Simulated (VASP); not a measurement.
Given:

```
Au
1.0
    0.00000     2.04865     2.04865
    2.04865     0.00000     2.04865
    2.04865     2.04865     0.00000
Au
1
Direct
  0.00000   0.00000   0.00000
```

Computed with PBE GGA with D3 dispersion (zero damping), VASP's PBE PAW potentials (set 64) (plane waves; VASP 6.6.1). Settings: 520 eV cut-off, Gaussian smearing of 0.050 eV, potentials Au.

Unless said otherwise, spin-orbit coupling is left out, though it shifts the bands of the heavy elements here.

Problem. What does the run give for the band gap (along the path) with the smallest direct gap where there is one?

Solution. 
band gap (along the path): none (metal, semimetal or under 0.01 eV)

The compound is Au in the fcc structure. It was relaxed first.
